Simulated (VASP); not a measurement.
Computed with PBE GGA, VASP's PBE PAW potentials (set 64) (plane waves; VASP).

Input for VASP

**KPOINTS**
```
Automatic mesh
0
Gamma
14 14 14
0 0 0
```

**POSCAR**
```
CoO
1
    4.3507380000     2.1753690000     2.1753690000
    2.1753690000     4.3507380000     2.1753690000
    2.1753690000     2.1753690000     4.3507380000
Co O
2 2
Direct
  0.0000000000   0.0000000000   0.0000000000
  0.5000000000   0.5000000000   0.5000000000
  0.2500000000   0.2500000000   0.2500000000
  0.7500000000   0.7500000000   0.7500000000
```

INCAR:
```
SYSTEM=CoO
PREC=Accurate; ENCUT=560; LREAL=F
LASPH=T
EDIFF=1E-09; NELM=100; ALGO=Normal
LMAXMIX=4
ISMEAR=0; SIGMA=0.02
GGA=PE
MAGMOM=3.0 -3.0 2*0.0
ISPIN=2
ISIF=2
LWAVE=F; LCHARG=F; LORBIT=11
```

POTCAR, in this order: Co O (PBE.64 set). Program: vasp_std.

Output of the run:

File OUTCAR:
```
 ion  position               nearest neighbor table
   1  0.000  0.000  0.000-   4 2.18   4 2.18   4 2.18   3 2.18   3 2.18   3 2.18   2 3.08   2 3.08
                             2 3.08   2 3.08   2 3.08   2 3.08
   2  0.500  0.500  0.500-   3 2.18   3 2.18   3 2.18   4 2.18   4 2.18   4 2.18   1 3.08   1 3.08
                             1 3.08   1 3.08   1 3.08   1 3.08
   3  0.250  0.250  0.250-   1 2.18   1 2.18   1 2.18   2 2.18   2 2.18   2 2.18
   4  0.750  0.750  0.750-   2 2.18   2 2.18   2 2.18   1 2.18   1 2.18   1 2.18
  LATTYP: Found a trigonal (rhomboedric) cell.
 ALAT       =     5.3285440523
 COS(alpha) =     0.8333333333
 Subroutine PRICEL returns following result:
  LATTYP: Found a face centered cubic cell.
 ALAT       =     4.3507380000
 Subroutine GETGRP returns: Found 12 space group operations
The static configuration has the point symmetry D_3d.
The dynamic configuration has the point symmetry D_3d.
The overall configuration has the point symmetry D_3d.
 Subroutine INISYM returns: Found 12 space group operations
 Subroutine IBZKPT returns following result:
 Found    288 irreducible k-points:

 Following reciprocal coordinates:
            Coordinates               Weight
  0.000000  0.000000  0.000000      1.000000
  0.071429 -0.000000 -0.000000      6.000000
...
```

### OSZICAR
```
       N       E                     dE             d eps       ncg     rms          rms(c)
DAV:   1     0.260312644681E+03    0.26031E+03   -0.15289E+04 21944   0.201E+03
DAV:   2     0.637522447980E+01   -0.25394E+03   -0.24017E+03 22429   0.403E+02
DAV:   3    -0.299402191987E+02   -0.36315E+02   -0.34427E+02 27432   0.166E+02
DAV:   4    -0.316428536347E+02   -0.17026E+01   -0.16621E+01 26544   0.362E+01
DAV:   5    -0.317078376706E+02   -0.64984E-01   -0.63508E-01 29202   0.639E+00    0.199E+01
DAV:   6    -0.299517747540E+02    0.17561E+01   -0.69839E+01 32169   0.120E+02    0.317E+01
DAV:   7    -0.261375197041E+02    0.38143E+01   -0.47072E+01 31954   0.115E+02    0.998E+00
DAV:   8    -0.263638952341E+02   -0.22638E+00   -0.34169E+00 27163   0.196E+01    0.595E+00
DAV:   9    -0.263215246719E+02    0.42371E-01   -0.21429E+00 36661   0.259E+01    0.413E+00
DAV:  10    -0.263140828854E+02    0.74418E-02   -0.31998E-01 28364   0.882E+00    0.335E+00
DAV:  11    -0.263345883665E+02   -0.20505E-01   -0.44814E-02 32899   0.367E+00    0.364E+00
DAV:  12    -0.263246742952E+02    0.99141E-02   -0.13579E-02 31068   0.262E+00    0.339E+00
DAV:  13    -0.262589585281E+02    0.65716E-01   -0.31347E-01 34847   0.124E+01    0.908E-01
DAV:  14    -0.262627187887E+02   -0.37603E-02   -0.60394E-02 31156   0.315E+00    0.589E-01
DAV:  15    -0.262664269060E+02   -0.37081E-02   -0.23864E-02 33126   0.232E+00    0.280E-01
DAV:  16    -0.262666342038E+02   -0.20730E-03   -0.69099E-03 30984   0.123E+00    0.167E-01
DAV:  17    -0.262665721379E+02    0.62066E-04   -0.85701E-04 29557   0.513E-01    0.754E-02
DAV:  18    -0.262665557482E+02    0.16390E-04   -0.26076E-04 34041   0.246E-01    0.298E-02
DAV:  19    -0.262665588667E+02   -0.31185E-05   -0.18029E-05 31474   0.606E-02    0.112E-02
DAV:  20    -0.262665589076E+02   -0.40850E-07   -0.14684E-06 28261   0.155E-02    0.428E-03
DAV:  21    -0.262665592499E+02   -0.34234E-06   -0.24284E-06 35867   0.203E-02    0.191E-03
DAV:  22    -0.262665592777E+02   -0.27797E-07   -0.14779E-07 23873   0.425E-03    0.142E-03
DAV:  23    -0.262665592423E+02    0.35450E-07   -0.22510E-07 31153   0.671E-03    0.365E-04
DAV:  24    -0.262665592336E+02    0.86461E-08   -0.15791E-08 31699   0.134E-03    0.167E-04
DAV:  25    -0.262665592418E+02   -0.81573E-08   -0.14802E-09 14126   0.782E-04    0.508E-05
DAV:  26    -0.262665592419E+02   -0.14234E-09   -0.43409E-10 12666   0.266E-04
   1 F= -.26266559E+02 E0= -.26266362E+02  d E =-.394387E-03  mag=    -0.0000
```

File OUTCAR:
```
------------------------ aborting loop because EDIFF is reached ----------------------------------------
  FORCE on cell =-STRESS in cart. coord.  units (eV):
  Direction    XX          YY          ZZ          XY          YZ          ZX
  --------------------------------------------------------------------------------------
  Total       -3.0461077     -3.0461077     -3.0461077      0.1487851      0.1487851      0.1487851
  in kB     -118.5214740   -118.5214740   -118.5214740      5.7891009      5.7891009      5.7891009
  external PRESSURE =    -118.5214740 kB  Pullay stress =       0.0000000 kB
  volume of cell :       41.18
      direct lattice vectors                 reciprocal lattice vectors
     4.350738000  2.175369000  2.175369000     0.344769094 -0.114923031 -0.114923031
     2.175369000  4.350738000  2.175369000    -0.114923031  0.344769094 -0.114923031
     2.175369000  2.175369000  4.350738000    -0.114923031 -0.114923031  0.344769094
 POSITION                                       TOTAL-FORCE (eV/Angst)
 -----------------------------------------------------------------------------------
      0.00000      0.00000      0.00000         0.000000     -0.000000      0.000000
      4.35074      4.35074      4.35074         0.000000      0.000000      0.000000
      2.17537      2.17537      2.17537         0.000000     -0.000000     -0.000000
      6.52611      6.52611      6.52611        -0.000000      0.000000      0.000000
 -----------------------------------------------------------------------------------
    total drift:                                0.000000     -0.000000     -0.000000
  FREE ENERGIE OF THE ION-ELECTRON SYSTEM (eV)
  ---------------------------------------------------
  free  energy   TOTEN  =       -26.2665592419 eV

  energy  without entropy=      -26.2661648551  energy(sigma->0) =      -26.26636205

 total charge

# of ion       s       p       d       tot
------------------------------------------
    1        0.275   0.313   7.125   7.713
    2        0.275   0.313   7.125   7.713
    3        1.559   3.382   0.000   4.940
    4        1.559   3.382   0.000   4.940
--------------------------------------------------
tot          3.667   7.390  14.250  25.308

 magnetization (x)

# of ion       s       p       d       tot
------------------------------------------
    1        0.000  -0.003   2.457   2.455
    2       -0.000   0.003  -2.457  -2.455
    3        0.000   0.000   0.000   0.000
    4        0.000   0.000   0.000   0.000
--------------------------------------------------
tot          0.000   0.000   0.000   0.000
```
(Selected blocks of OUTCAR.)

File OUTCAR:
```
 val. band max:        7.1122534605   @ k =  -0.4286  -0.4286   0.0714

 cond. band min:       7.1141575643   @ k =   0.5000   0.5000  -0.0000


 Fermi energy:         7.1126982356

 spin component 1

 k-point     1 :       0.0000    0.0000    0.0000
  band No.  band energies     occupation
      1     -12.4003      1.00000
      2     -11.3171      1.00000
      3      -0.2990      1.00000
      4       2.0042      1.00000
      5       2.0043      1.00000
      6       4.0265      1.00000
      7       4.3806      1.00000
      8       4.3992      1.00000
      9       4.3992      1.00000
     10       4.7741      1.00000
     11       4.7742      1.00000
     12       5.3277      1.00000
     13       5.3278      1.00000
     14       6.4399      1.00000
     15       6.4400      1.00000
     16       7.2111      0.00000
     17       8.0007      0.00000
     18       8.9077      0.00000
     19       8.9079      0.00000

 k-point     2 :       0.0714   -0.0000   -0.0000
  band No.  band energies     occupation
      1     -12.3570      1.00000
      2     -11.3104      1.00000
      3      -0.2169      1.00000
      4       1.9799      1.00000
      5       2.0172      1.00000
      6       3.7807      1.00000
      7       4.0389      1.00000
      8       4.1559      1.00000
      9       4.2510      1.00000
     10       4.8985      1.00000
     11       4.9772      1.00000
     12       5.3489      1.00000
     13       5.5502      1.00000
     14       6.4372      1.00000
     15       6.4715      1.00000
     16       7.2136      0.00000
     17       8.3520      0.00000
     18       8.7803      0.00000
     19       8.8842      0.00000

 k-point     3 :       0.1429   -0.0000   -0.0000
  band No.  band energies     occupation
      1     -12.2333      1.00000
      2     -11.2910      1.00000
      3       0.0165      1.00000
      4       1.8989      1.00000
      5       2.0519      1.00000
...
```

The structure is a typed CoO crystal. The cell was not relaxed at this level. The run is one of a series of settings (EDIFF = 1E-09, ENCUT = 560, KPOINTS 14×14×14 Γ-centred mesh against the base run), some of them coarse on purpose.
